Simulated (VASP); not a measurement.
Output of a VASP run:

**OSZICAR**
```
       N       E                     dE             d eps       ncg     rms          rms(c)
DAV:   1     0.310834833492E+03    0.31083E+03   -0.15174E+04   720   0.179E+03
DAV:   2     0.186329195379E+02   -0.29220E+03   -0.28302E+03   786   0.455E+02
DAV:   3    -0.852342914799E+01   -0.27156E+02   -0.26917E+02   850   0.155E+02
DAV:   4    -0.931500636190E+01   -0.79158E+00   -0.79097E+00   770   0.278E+01
DAV:   5    -0.934276209344E+01   -0.27756E-01   -0.27755E-01   846   0.518E+00    0.786E+00
DAV:   6    -0.745924325593E+01    0.18835E+01   -0.10079E+01   924   0.268E+01    0.268E+00
DAV:   7    -0.744864275137E+01    0.10601E-01   -0.44306E-01   728   0.463E+00    0.153E+00
DAV:   8    -0.743991054644E+01    0.87322E-02   -0.10475E-01   722   0.401E+00    0.486E-01
DAV:   9    -0.743723994701E+01    0.26706E-02   -0.18563E-02   842   0.108E+00    0.966E-02
DAV:  10    -0.743797366851E+01   -0.73372E-03   -0.10352E-03   720   0.351E-01    0.212E-02
DAV:  11    -0.743796907391E+01    0.45946E-05   -0.63867E-05   770   0.753E-02    0.746E-03
DAV:  12    -0.743797275744E+01   -0.36835E-05   -0.14199E-05   764   0.395E-02    0.524E-03
DAV:  13    -0.743797225340E+01    0.50404E-06   -0.28846E-06   848   0.211E-02    0.804E-04
DAV:  14    -0.743797226476E+01   -0.11360E-07   -0.27592E-07   716   0.545E-03
   1 F= -.74379723E+01 E0= -.74379723E+01  d E =0.000000E+00
```

**OUTCAR**
```
------------------------ aborting loop because EDIFF is reached ----------------------------------------
  FORCE on cell =-STRESS in cart. coord.  units (eV):
  Direction    XX          YY          ZZ          XY          YZ          ZX
  --------------------------------------------------------------------------------------
  Total        0.0192637      0.0192637      0.0192637     -0.0000000     -0.0000000      0.0000000
  in kB        0.5919322      0.5919322      0.5919322     -0.0000000     -0.0000000      0.0000000
  external PRESSURE =       0.5919322 kB  Pullay stress =       0.0000000 kB
  volume of cell :       52.14
      direct lattice vectors                 reciprocal lattice vectors
     0.000000000  2.965167152  2.965167152    -0.168624558  0.168624558  0.168624558
     2.965167152  0.000000000  2.965167152     0.168624558 -0.168624558  0.168624558
     2.965167152  2.965167152  0.000000000     0.168624558  0.168624558 -0.168624558
 POSITION                                       TOTAL-FORCE (eV/Angst)
 -----------------------------------------------------------------------------------
      0.00000      0.00000      0.00000        -0.000000      0.000000     -0.000000
      1.48258      1.48258      1.48258        -0.000000     -0.000000     -0.000000
      4.44775      4.44775      4.44775         0.000000      0.000000      0.000000
 -----------------------------------------------------------------------------------
    total drift:                                0.000000     -0.000000      0.000000
  FREE ENERGIE OF THE ION-ELECTRON SYSTEM (eV)
  ---------------------------------------------------
  free  energy   TOTEN  =        -7.4379722648 eV

  energy  without entropy=       -7.4379722648  energy(sigma->0) =       -7.43797226

 total charge

# of ion       s       p       d       tot
------------------------------------------
    1        1.546   0.285   9.865  11.696
    2        1.737   4.320   0.000   6.058
    3        1.737   4.320   0.000   6.058
--------------------------------------------------
tot          5.020   8.926   9.865  23.811

 Electric field gradients after diagonalization (V/A^2)
 (convention: |V_zz| > |V_xx| > |V_yy|)
----------------------------------------------------------------------
 ion       V_xx      V_yy      V_zz     asymmetry (V_yy - V_xx)/ V_zz
----------------------------------------------------------------------
   1       0.001     0.001    -0.002       0.000
   2      -0.002    -0.002     0.004       0.000
   3      -0.002    -0.002     0.004       0.000
```
(Selected blocks of OUTCAR.)

**POSCAR**
```
PbF2
1
    0.0000000000     2.9651671524     2.9651671524
    2.9651671524     0.0000000000     2.9651671524
    2.9651671524     2.9651671524     0.0000000000
Pb F
1 2
Direct
  0.0000000000   0.0000000000   0.0000000000
  0.2500000000   0.2500000000   0.2500000000
  0.7500000000   0.7500000000   0.7500000000
```

Question: Write an INCAR and KPOINTS that could have produced this output.

Answer: This is not unique; one that fits is the input of the run itself, optB86b-vdW, plane waves, VASP's PBE PAW potentials (set 64).

**INCAR**
```
SYSTEM = PbF2
PREC = Accurate; ENCUT = 520; LREAL = F
LASPH = T
EDIFF = 1E-7; NELM = 100; ALGO = Normal
LMAXMIX = 4
ISMEAR = -5
GGA = MK; LUSE_VDW = T; AGGAC = 0.0
PARAM1 = 0.1234; PARAM2 = 1.0
ISIF = 2
LWAVE = F; LCHARG = T; LORBIT = 11
NEDOS = 601
LEFG = T
```

### KPOINTS
```
kpoints
0
gamma
7 7 7
0 0 0
```

POTCAR, in this order: Pb_d F (PBE.64 set). Program: vasp_std.

The compound is PbF2 in the fluorite structure, the β form. It was relaxed first.
